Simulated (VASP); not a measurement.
```xyz
2
Lattice="2.8637 0.0000 0.0000 0.0000 2.8637 0.0000 0.0000 0.0000 2.8637" Properties=species:S:1:pos:R:3 pbc="T T T"
Al     1.4318     1.4318     1.4318
Co     0.0000     0.0000     0.0000
```

Calculation: optB86b-vdW, VASP's PBE PAW potentials (set 64) (plane waves; VASP). Settings: 520 eV cut-off, 13×13×13 Γ-centred mesh, first-order Methfessel-Paxton smearing of 0.10 eV, potentials Al Co.

### Question
Estimate the energy per atom (σ→0), pressure, band gap (on the k-mesh) with the smallest direct gap where there is one.

### Answer

| Property | Result |
|---|---|
| band gap (on the k-mesh) | none (metal, semimetal or under 0.01 eV) |
| energy per atom (σ→0) | -4.198 eV/atom |
| pressure | -5.18 GPa |

The compound is CoAl in the CsCl type structure. This cell is one point of a volume scan, at 1.03 of the reference volume. The run is not spin-polarised, so no magnetic state was tried.
